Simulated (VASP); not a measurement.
A cell of Ga (alpha) near equilibrium:

```xyz
4
Lattice="2.2095 -3.7937 0.0000 2.2095 3.7937 0.0000 0.0000 0.0000 4.5449" Properties=species:S:1:pos:R:3 pbc="T T T"
Ga     2.2095     2.6126     4.1609
Ga     2.2095     1.1811     1.8885
Ga     2.2095    -1.1811     2.6564
Ga     2.2095    -2.6126     0.3840
```

These are r2SCAN meta-GGA, VASP's PBE PAW potentials (set 64) (plane waves; VASP) values and carry that method's errors.

```csv
run,ΔE (meV/atom),σxx,σyy,σzz,"largest shear component, with its sign (GPa)",largest force (eV/Å)
as it is,0.0,0.29,0.55,0.45,0.00,0.015
after one change,7.9,-1.71,0.21,-3.69,0.00,0.088
```
Stress is in GPa, positive when the cell is compressed.

Problem. Name the change that produced these shifts.
(A) uniaxial strain of -1.5 % along x
(B) uniaxial strain of -2.0 % along y
(C) uniaxial strain of +4.0 % along z
(D) atom 4 (Ga) moved by -0.200 Å along x

Solution. C, uniaxial strain of +4.0 % along z

The compound is Ga in the alpha structure.
